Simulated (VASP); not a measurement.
Input:

```
HfO2
1.0
    0.00000     2.51710     2.51710
    2.51710     0.00000     2.51710
    2.51710     2.51710     0.00000
Hf O
1 2
Direct
  0.00000   0.00000   0.00000
  0.22020   0.27980   0.27980
  0.75000   0.75000   0.75000
```

The numbers are results of r2SCAN meta-GGA, VASP's PBE PAW potentials (set 64) (plane waves; VASP 6.6.1), not measurements. Run with 600 eV cut-off, 8×8×8 Γ-centred mesh, Gaussian smearing of 0.050 eV, potentials Hf_pv O.

Q: Predict the energy per atom (σ→0), pressure, largest force.

A: 
```json
{
  "energy per atom (σ→0)": "-22.808 eV/atom",
  "pressure": "16.8 kbar",
  "largest_force": "1.847 eV/Å"
}
```

Total energies compare only between runs with the same potentials, cut-off and functional.

The compound is HfO2 in the fluorite structure, the high-temperature cubic form, which is unstable at 0 K; the monoclinic form is the stable one. This cell was strained or had an atom moved on purpose.
